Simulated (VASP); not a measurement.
Output of a VASP run:

File OUTCAR:
```
 ion  position               nearest neighbor table
   1  0.222  0.111  0.250-  37 1.96  48 1.98  44 1.98  36 2.04   2 3.24  14 3.24  16 3.24  10 3.24
                            12 3.24   4 3.24   9 3.25  24 3.25  32 3.25  17 3.25  13 3.25   5 3.25
   2  0.111  0.222  0.000-  38 1.98  41 1.98  61 1.98  37 2.00   5 3.23   3 3.24   1 3.24   7 3.24
                            24 3.24  26 3.24  14 3.25  25 3.25  10 3.25  33 3.25  18 3.25   6 3.25
   3  0.222  0.111  0.750-  39 1.96  50 1.98  46 1.98  38 1.99   2 3.24  14 3.24  16 3.24  10 3.24
                            12 3.24   4 3.24   7 3.25  11 3.25  26 3.25  34 3.25  19 3.25  15 3.25
   4  0.111  0.223  0.500-  39 1.95  59 1.98  36 2.02  71 3.21   5 3.23  24 3.23   7 3.24  26 3.24
                             1 3.24   3 3.24  27 3.24  35 3.25  16 3.25  12 3.25   8 3.28
   5  0.219  0.443  0.250-  40 1.96  37 2.01  52 2.02  28 3.22   6 3.22  24 3.23   2 3.23   4 3.23
                            71 3.24   9 3.24   8 3.24  18 3.25   1 3.25  20 3.26  17 3.27
   6  0.111  0.556  0.000-  40 1.97  45 1.98  65 1.98  41 1.98   5 3.22   9 3.24  11 3.24  28 3.24
                            30 3.24   7 3.24  10 3.25  18 3.25  29 3.25  21 3.25  25 3.25   2 3.25
   7  0.222  0.444  0.750-  54 1.97  41 1.99  42 2.03  39 2.05   4 3.24   2 3.24  18 3.24   6 3.24
                            71 3.24   3 3.25  30 3.25  26 3.25  19 3.25  11 3.25  22 3.25   8 3.26
   8  0.112  0.560  0.499-  43 1.98  63 1.99  42 1.99  12 3.20   9 3.21  23 3.22  11 3.22  31 3.23
                            28 3.23   5 3.24  30 3.25   7 3.26  71 3.27  27 3.27   4 3.28
   9  0.222  0.778  0.250-  43 1.94  40 1.98  44 1.98  56 1.98   8 3.21  10 3.24  12 3.24  21 3.24
                            23 3.24   6 3.24   5 3.24   1 3.25  32 3.25  28 3.25  13 3.25  20 3.25
  10  0.111  0.889  0.000-  45 1.98  38 1.98  69 1.98  44 1.99   9 3.24  11 3.24   1 3.24   3 3.24
                            32 3.24  34 3.24   6 3.25  21 3.25  33 3.25   2 3.25  29 3.25  14 3.25
  11  0.222  0.778  0.750-  46 1.98  58 1.98  45 1.99  42 1.99   8 3.22  10 3.24  12 3.24  21 3.24
                            23 3.24   6 3.24   3 3.25  34 3.25  30 3.25  15 3.25  22 3.25   7 3.25
  12  0.111  0.889  0.500-  36 1.98  67 1.98  43 1.99  46 1.99   8 3.20   9 3.24  11 3.24   3 3.24
                             1 3.24  32 3.24  34 3.24  23 3.25  35 3.25  31 3.25  16 3.25   4 3.25
  13  0.556  0.111  0.250-  60 1.98  56 1.98  48 1.98  47 1.99  25 3.24  27 3.24  21 3.24  23 3.24
                            14 3.24  16 3.24  17 3.25  24 3.25  20 3.25  28 3.25   9 3.25   1 3.25
  14  0.444  0.222  0.000-  38 1.98  53 1.98  49 1.98  48 1.99   1 3.24   3 3.24  17 3.24  19 3.24
                            13 3.24  15 3.24   2 3.25  21 3.25  10 3.25  18 3.25  25 3.25  29 3.25
  15  0.556  0.111  0.750-  62 1.98  58 1.98  50 1.98  49 1.99  25 3.24  27 3.24  21 3.24  23 3.24
                            14 3.24  16 3.24  26 3.25  19 3.25  22 3.25  30 3.25  11 3.25   3 3.25
  16  0.444  0.222  0.500-  36 1.91  47 1.98  51 1.99  50 1.99  71 3.20   3 3.24   1 3.24  19 3.24
                            17 3.24  15 3.24  13 3.24  23 3.25  12 3.25  27 3.25  31 3.25   4 3.25
  17  0.556  0.444  0.250-  48 1.98  64 1.98  52 2.00  51 2.00  71 3.21  16 3.24  29 3.24  31 3.24
                            14 3.24  18 3.24  28 3.25  13 3.25  32 3.25   1 3.25  20 3.25   5 3.27
  18  0.444  0.556  0.000-  52 1.97  41 1.98  57 1.98  53 1.98  20 3.24  22 3.24   7 3.24  17 3.24
                            19 3.24  21 3.25   6 3.25   2 3.25  33 3.25  29 3.25  14 3.25   5 3.25
  19  0.556  0.444  0.750-  50 1.98  66 1.98  53 1.99  54 2.00  71 3.23  16 3.24  29 3.24  31 3.24
                            14 3.24  18 3.24  15 3.25  30 3.25  34 3.25   3 3.25  22 3.25   7 3.25
  20  0.556  0.778  0.250-  52 1.98  68 1.98  56 1.98  55 2.03  33 3.24  35 3.24  18 3.24  21 3.24
                            23 3.24  32 3.25  13 3.25  24 3.25  17 3.25   9 3.25  71 3.25   5 3.26
  21  0.444  0.889  0.000-  45 1.98  49 1.98  57 1.98  56 1.99   9 3.24  11 3.24  13 3.24  15 3.24
                            20 3.24  22 3.24  10 3.25  18 3.25  14 3.25   6 3.25  25 3.25  33 3.25
  22  0.556  0.778  0.750-  54 1.98  70 1.98  58 1.98  57 1.99  33 3.24  35 3.24  18 3.24  21 3.24
                            23 3.24  34 3.25  15 3.25  26 3.25  11 3.25  19 3.25   7 3.25  71 3.27
  23  0.444  0.889  0.500-  47 1.98  43 1.99  58 1.99  55 2.01   8 3.22   9 3.24  11 3.24  13 3.24
                            15 3.24  20 3.24  22 3.24  12 3.25  16 3.25  27 3.25  35 3.25  71 3.29
  24  0.889  0.111  0.250-  37 1.96  60 1.98  68 1.98  59 1.99   5 3.23   4 3.23  25 3.24  27 3.24
                            33 3.24  35 3.24   2 3.24  13 3.25  28 3.25   1 3.25  32 3.25  20 3.25
  25  0.778  0.222  0.000-  61 1.98  49 1.98  65 1.98  60 1.99  24 3.24  26 3.24  13 3.24  15 3.24
                            28 3.24  30 3.24   2 3.25  33 3.25  21 3.25   6 3.25  14 3.25  29 3.25
  26  0.889  0.111  0.750-  39 1.97  62 1.98  70 1.98  61 1.99  25 3.24  27 3.24  33 3.24  35 3.24
                             2 3.24   4 3.24  15 3.25  30 3.25  34 3.25   3 3.25   7 3.25  22 3.25
  27  0.778  0.222  0.500-  59 1.98  47 1.98  63 1.98  62 1.99  24 3.24  26 3.24  13 3.24  15 3.24
                            28 3.24  30 3.24   4 3.24  35 3.25  23 3.25  31 3.25  16 3.25   8 3.27
  28  0.889  0.444  0.250-  60 1.98  64 1.98  63 1.99  40 2.01   5 3.22   8 3.23  25 3.24  27 3.24
                             6 3.24  29 3.24  31 3.24  17 3.25  24 3.25  13 3.25   9 3.25  32 3.25
  29  0.778  0.556  0.000-  69 1.98  53 1.98  65 1.98  64 1.99  32 3.24  34 3.24  17 3.24  19 3.24
                            28 3.24  30 3.24  33 3.25   6 3.25  10 3.25  25 3.25  18 3.25  14 3.25
  30  0.889  0.444  0.750-  42 1.94  62 1.98  66 1.98  65 1.99  25 3.24  27 3.24   6 3.24  29 3.24
                            31 3.24  26 3.25  19 3.25   7 3.25  15 3.25  11 3.25  34 3.25   8 3.25
  31  0.778  0.556  0.500-  51 1.96  67 1.98  63 1.98  66 1.99   8 3.23  71 3.24  34 3.24  32 3.24
                            19 3.24  17 3.24  30 3.24  28 3.24  35 3.25  12 3.25  27 3.25  16 3.25
  32  0.889  0.778  0.250-  68 1.98  64 1.98  44 1.98  67 1.99  33 3.24  35 3.24  29 3.24  31 3.24
                            10 3.24  12 3.24  20 3.25   9 3.25  24 3.25   1 3.25  17 3.25  28 3.25
  33  0.778  0.889  0.000-  69 1.98  57 1.98  61 1.98  68 1.99  32 3.24  34 3.24  20 3.24  22 3.24
                            24 3.24  26 3.24  29 3.25  10 3.25  25 3.25   2 3.25  18 3.25  21 3.25
  34  0.889  0.778  0.750-  70 1.98  66 1.98  46 1.98  69 1.99  33 3.24  35 3.24  29 3.24  31 3.24
                            10 3.24  12 3.24  22 3.25  11 3.25  26 3.25   3 3.25  19 3.25  30 3.25
  35  0.778  0.889  0.500-  55 1.97  67 1.98  59 1.98  70 1.99  32 3.24  34 3.24  20 3.24  22 3.24
                            24 3.24  26 3.24  31 3.25  27 3.25  12 3.25  23 3.25   4 3.25  71 3.28
  36  0.229  0.112  0.443-  16 1.91  12 1.98   4 2.02   1 2.04
  37  0.109  0.217  0.190-   1 1.96  24 1.96   2 2.00   5 2.01
  38  0.222  0.111  0.938-   2 1.98  14 1.98  10 1.98   3 1.99
  39  0.108  0.215  0.685-   4 1.95   3 1.96  26 1.97   7 2.05
  40  0.114  0.557  0.187-   5 1.96   6 1.97   9 1.98  28 2.01
  41  0.222  0.444  0.938-   2 1.98  18 1.98   6 1.98   7 1.99
  42  0.105  0.555  0.688-  30 1.94  11 1.99   8 1.99   7 2.03
  43  0.224  0.781  0.434-   9 1.94   8 1.98  12 1.99  23 1.99
  44  0.111  0.889  0.188-   9 1.98   1 1.98  32 1.98  10 1.99
...
```

OSZICAR:
```
...
RMM:   3    -0.415572624487E+03   -0.14426E-05   -0.25019E-05   492   0.107E-02    0.524E-03
RMM:   4    -0.415572624080E+03    0.40688E-06   -0.39886E-06   409   0.446E-03
  21 F= -.41557262E+03 E0= -.41555779E+03  d E =-.359435E-03  mag=     3.0000
       N       E                     dE             d eps       ncg     rms          rms(c)
DAV:   1    -0.415572586251E+03    0.38236E-04   -0.15775E-01   720   0.102E+00    0.706E-02
RMM:   2    -0.415572811902E+03   -0.22565E-03   -0.26980E-03   721   0.115E-01    0.314E-02
RMM:   3    -0.415572843515E+03   -0.31613E-04   -0.46892E-04   805   0.432E-02    0.231E-02
RMM:   4    -0.415572832871E+03    0.10644E-04   -0.55723E-05   645   0.174E-02    0.889E-03
RMM:   5    -0.415572832595E+03    0.27573E-06   -0.13509E-05   437   0.847E-03
  22 F= -.41557283E+03 E0= -.41555801E+03  d E =-.208515E-03  mag=     3.0000
       N       E                     dE             d eps       ncg     rms          rms(c)
DAV:   1    -0.415572842600E+03   -0.97296E-05   -0.13734E-02   736   0.300E-01    0.202E-02
RMM:   2    -0.415572860965E+03   -0.18365E-04   -0.22279E-04   720   0.330E-02    0.902E-03
RMM:   3    -0.415572863013E+03   -0.20478E-05   -0.34254E-05   520   0.123E-02    0.614E-03
RMM:   4    -0.415572862386E+03    0.62725E-06   -0.50180E-06   406   0.510E-03
  23 F= -.41557286E+03 E0= -.41555803E+03  d E =-.238306E-03  mag=     3.0000
       N       E                     dE             d eps       ncg     rms          rms(c)
DAV:   1    -0.415572973661E+03   -0.11065E-03   -0.53720E-02   728   0.594E-01    0.432E-02
RMM:   2    -0.415573053995E+03   -0.80335E-04   -0.96575E-04   721   0.683E-02    0.191E-02
RMM:   3    -0.415573062537E+03   -0.85418E-05   -0.15220E-04   697   0.253E-02    0.133E-02
RMM:   4    -0.415573058879E+03    0.36587E-05   -0.21728E-05   451   0.106E-02
  24 F= -.41557306E+03 E0= -.41555822E+03  d E =-.196493E-03  mag=     3.0000
       N       E                     dE             d eps       ncg     rms          rms(c)
DAV:   1    -0.415573058878E+03    0.36596E-05   -0.12858E-05   560   0.887E-03    0.282E-03
RMM:   2    -0.415573059005E+03   -0.12743E-06   -0.21513E-06   387   0.330E-03    0.158E-03
RMM:   3    -0.415573059047E+03   -0.41617E-07   -0.45755E-07   185   0.162E-03    0.969E-04
RMM:   4    -0.415573059047E+03   -0.12733E-10   -0.83721E-08   115   0.136E-03
  25 F= -.41557306E+03 E0= -.41555822E+03  d E =-.196661E-03  mag=     3.0000
       N       E                     dE             d eps       ncg     rms          rms(c)
DAV:   1    -0.415573014525E+03    0.44522E-04   -0.47647E-02   728   0.557E-01    0.399E-02
RMM:   2    -0.415573084182E+03   -0.69658E-04   -0.83135E-04   721   0.634E-02    0.173E-02
RMM:   3    -0.415573093318E+03   -0.91353E-05   -0.13888E-04   688   0.239E-02    0.122E-02
RMM:   4    -0.415573090409E+03    0.29083E-05   -0.17149E-05   438   0.956E-03
  26 F= -.41557309E+03 E0= -.41555826E+03  d E =-.313627E-04  mag=     3.0000
       N       E                     dE             d eps       ncg     rms          rms(c)
DAV:   1    -0.415573100093E+03   -0.67758E-05   -0.10965E-02   728   0.268E-01    0.186E-02
RMM:   2    -0.415573116293E+03   -0.16200E-04   -0.18997E-04   719   0.302E-02    0.786E-03
RMM:   3    -0.415573117844E+03   -0.15506E-05   -0.26156E-05   468   0.110E-02    0.535E-03
RMM:   4    -0.415573117368E+03    0.47576E-06   -0.42419E-06   376   0.469E-03
  27 F= -.41557312E+03 E0= -.41555828E+03  d E =-.583214E-04  mag=     3.0000
```

### OUTCAR
```
------------------------ aborting loop because EDIFF is reached ----------------------------------------
  FORCE on cell =-STRESS in cart. coord.  units (eV):
  Direction    XX          YY          ZZ          XY          YZ          ZX
  --------------------------------------------------------------------------------------
  Total        2.9600132      1.5571872      5.2022105     -1.5967223      0.7972384     -1.2804350
  in kB        5.4719824      2.8786700      9.6169856     -2.9517559      1.4738024     -2.3670563
  external PRESSURE =       5.9892127 kB  Pullay stress =       0.0000000 kB
  volume of cell :      866.68
      direct lattice vectors                 reciprocal lattice vectors
     4.868317893 -8.432173817  0.000000000     0.102704879 -0.059296690  0.000000000
     4.868317893  8.432173817  0.000000000     0.102704879  0.059296690  0.000000000
     0.000000000  0.000000000 10.556283981     0.000000000  0.000000000  0.094730305
  FREE ENERGIE OF THE ION-ELECTRON SYSTEM (eV)
  ---------------------------------------------------
  free  energy   TOTEN  =      -415.5731173681 eV

  energy  without entropy=     -415.5434465789  energy(sigma->0) =     -415.55828197

 total charge

# of ion       s       p       d       tot
------------------------------------------
    1        0.997   1.340   0.353   2.690
    2        0.998   1.355   0.360   2.713
    3        0.999   1.357   0.359   2.716
    4        1.033   1.173   0.253   2.459
    5        1.074   1.160   0.232   2.466
    6        0.998   1.355   0.360   2.712
    7        0.998   1.365   0.367   2.731
    8        1.034   1.174   0.253   2.461
    9        0.997   1.339   0.352   2.689
   10        0.998   1.344   0.354   2.696
   11        0.999   1.357   0.360   2.716
   12        0.999   1.303   0.336   2.638
   13        0.999   1.345   0.354   2.698
   14        0.999   1.352   0.357   2.708
   15        1.000   1.351   0.357   2.708
   16        1.000   1.362   0.364   2.726
   17        0.999   1.353   0.360   2.711
   18        0.999   1.353   0.359   2.711
   19        0.997   1.354   0.360   2.711
   20        0.999   1.353   0.360   2.712
   21        0.999   1.352   0.357   2.708
   22        0.997   1.354   0.360   2.711
   23        1.000   1.362   0.364   2.725
   24        0.998   1.349   0.357   2.704
   25        0.999   1.350   0.357   2.706
   26        0.999   1.354   0.359   2.712
   27        0.997   1.346   0.356   2.698
   28        0.998   1.349   0.357   2.703
   29        0.999   1.351   0.357   2.707
   30        0.999   1.355   0.359   2.713
   31        1.000   1.342   0.354   2.695
   32        0.999   1.346   0.355   2.701
   33        0.999   1.351   0.357   2.707
   34        0.998   1.344   0.355   2.697
   35        1.000   1.341   0.354   2.695
   36        1.249   2.403   0.000   3.652
   37        1.248   2.433   0.000   3.681
   38        1.242   2.443   0.000   3.685
   39        1.250   2.435   0.000   3.685
   40        1.248   2.433   0.000   3.681
   41        1.242   2.448   0.000   3.690
   42        1.250   2.436   0.000   3.685
   43        1.249   2.403   0.000   3.652
   44        1.243   2.438   0.000   3.681
   45        1.242   2.443   0.000   3.685
   46        1.243   2.443   0.000   3.686
   47        1.244   2.441   0.000   3.684
   48        1.243   2.439   0.000   3.682
...
```
(Selected blocks of OUTCAR.)

File POSCAR:
```
Ga35MgN35
1
    4.8683178927    -8.4321738171     0.0000000000
    4.8683178927     8.4321738171     0.0000000000
    0.0000000000     0.0000000000    10.5562839806
Ga N Mg
35 35 1
Direct
  0.2222220000   0.1111110000   0.2500000000
  0.1111110000   0.2222220000   0.0000000000
  0.2222220000   0.1111110000   0.7500000000
  0.1110190000   0.2227580000   0.4998590000
  0.2192020000   0.4434920000   0.2497230000
  0.1111110000   0.5555560000   0.0000000000
  0.2222220000   0.4444440000   0.7500000000
  0.1119450000   0.5603110000   0.4991010000
  0.2222220000   0.7777780000   0.2500000000
  0.1111110000   0.8888890000   0.0000000000
  0.2222220000   0.7777780000   0.7500000000
  0.1111110000   0.8888890000   0.5000000000
  0.5555560000   0.1111110000   0.2500000000
  0.4444440000   0.2222220000   0.0000000000
  0.5555560000   0.1111110000   0.7500000000
  0.4444440000   0.2222220000   0.5000000000
  0.5555560000   0.4444440000   0.2500000000
  0.4444440000   0.5555560000   0.0000000000
  0.5555560000   0.4444440000   0.7500000000
  0.5555560000   0.7777780000   0.2500000000
  0.4444440000   0.8888890000   0.0000000000
  0.5555560000   0.7777780000   0.7500000000
  0.4444440000   0.8888890000   0.5000000000
  0.8888890000   0.1111110000   0.2500000000
  0.7777780000   0.2222220000   0.0000000000
  0.8888890000   0.1111110000   0.7500000000
  0.7777780000   0.2222220000   0.5000000000
  0.8888890000   0.4444440000   0.2500000000
  0.7777780000   0.5555560000   0.0000000000
  0.8888890000   0.4444440000   0.7500000000
  0.7777780000   0.5555560000   0.5000000000
  0.8888890000   0.7777780000   0.2500000000
  0.7777780000   0.8888890000   0.0000000000
  0.8888890000   0.7777780000   0.7500000000
  0.7777780000   0.8888890000   0.5000000000
  0.2292240000   0.1124830000   0.4429020000
  0.1086240000   0.2171270000   0.1895220000
  0.2222220000   0.1111110000   0.9385000000
  0.1083050000   0.2150140000   0.6848030000
  0.1142690000   0.5566330000   0.1869070000
  0.2222220000   0.4444440000   0.9385000000
  0.1049510000   0.5549770000   0.6877220000
  0.2238300000   0.7810290000   0.4339520000
  0.1111110000   0.8888890000   0.1885000000
  0.2222220000   0.7777780000   0.9385000000
  0.1111110000   0.8888890000   0.6885000000
  0.5555560000   0.1111110000   0.4385000000
  0.4444440000   0.2222220000   0.1885000000
  0.5555560000   0.1111110000   0.9385000000
  0.4444440000   0.2222220000   0.6885000000
  0.5577420000   0.4452450000   0.4394220000
  0.4450010000   0.5573150000   0.1866920000
  0.5555560000   0.4444440000   0.9385000000
  0.4427050000   0.5556020000   0.6886120000
  0.5553390000   0.7728490000   0.4426490000
  0.4444440000   0.8888890000   0.1885000000
  0.5555560000   0.7777780000   0.9385000000
  0.4444440000   0.8888890000   0.6885000000
  0.8888890000   0.1111110000   0.4385000000
  0.7777780000   0.2222220000   0.1885000000
  0.8888890000   0.1111110000   0.9385000000
  0.7777780000   0.2222220000   0.6885000000
  0.8888890000   0.4444440000   0.4385000000
  0.7777780000   0.5555560000   0.1885000000
  0.8888890000   0.4444440000   0.9385000000
  0.7777780000   0.5555560000   0.6885000000
  0.8888890000   0.7777780000   0.4385000000
  0.7777780000   0.8888890000   0.1885000000
  0.8888890000   0.7777780000   0.9385000000
  0.7777780000   0.8888890000   0.6885000000
  0.4430000000   0.5506190000   0.4988190000
```

Q: Write an INCAR and KPOINTS that could have produced this output.

A: This is not unique; one that fits is the input of the run itself, PBE GGA, plane waves, VASP's PBE PAW potentials (set 64).

KPOINTS:
```
K-points
0
G
1 1 1
0 0 0
```

**INCAR**
```
# general
SYSTEM  = Ga35MgN35
PREC    = Normal
ENCUT   = 400
LREAL   = Auto
LASPH   = .TRUE.
ISYM    = 0
NELECT  = 283.0

# electronic loop
EDIFF   = 1E-5
NELM    = 100
NELMIN  = 4
ALGO    = Fast
LMAXMIX = 4

# smearing
ISMEAR  = 0
SIGMA   = 0.05

# functional
GGA     = PE

# spin
ISPIN   = 2
MAGMOM  = 71*0.0423
NUPDOWN = 3

# ions
IBRION  = 2
NSW     = 70
ISIF    = 2
EDIFFG  = -0.03

# output
LWAVE   = .TRUE.
LCHARG  = .FALSE.
LORBIT  = 10
```

POTCAR, in this order: Ga N Mg (PBE.64 set). Program: vasp_gam.

At this cut-off the stress carries a Pulay error, which pulls relaxed volumes low. The cell is charged, with a uniform compensating background. The supercell is sampled at Γ alone, which is coarse: total energies, pressure and levels can be off, energies of defects by several tenths of an eV.

The cell is a supercell with a defect, built from GaN (wurtzite): Mg_Ga-vac_N, charge -1.
